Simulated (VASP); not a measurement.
Energy against volume of Mo (bcc). Calculation: rev-vdW-DF2, VASP's PBE PAW potentials (set 64) (plane waves; VASP). Run with 520 eV cut-off, 16×16×16 Γ-centred mesh, first-order Methfessel-Paxton smearing of 0.10 eV, potentials Mo_sv.

```
V (Å³/atom)  E (eV/atom)
-----------  -----------
14.690          -8.34644
15.159          -8.38521
15.628          -8.39634
16.097          -8.38381
```

### Question
Fit these four points and predict the energy of the run at 16.566 Å³/atom.

### Answer
A cubic in V^(−2/3), the third-order Birch-Murnaghan form, passes through the four points with V0 = 15.60 Å³/atom and B0 = 271 GPa, and gives -8.3510 eV/atom there. The run gave -8.3511 eV/atom, -0.1 meV/atom from the fit; all five points give B0 = 270 GPa.

The compound is Mo in the bcc structure. It was relaxed first.
